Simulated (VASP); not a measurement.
A 63-atom supercell of GaAs (zinc blende) holds Si on the Ga site with a neighbouring As vacancy in charge state -1. It is relaxed twice, with the total moment held at 1 and at 3 μB. Method: PBE GGA, VASP's PBE PAW potentials (set 64) (plane waves; VASP 6.6.1). Settings: PREC = Normal, LREAL = Auto, ISYM = 0, NELECT = 253.0, EDIFF = 1E-5, 400 eV cut-off, 1×1×1 Γ-centred mesh, Gaussian smearing of 0.050 eV, potentials Ga As Si.

The cell is charged, with a uniform compensating background. The supercell is sampled at Γ alone, which is coarse: total energies, pressure and levels can be off, energies of defects by several tenths of an eV.

Problem. Which spin state lies lower, and by how much?

Solution. The state with 1 μB lies lower, by 0.46 eV.

The cell is a supercell with a defect, built from GaAs (zinc blende).
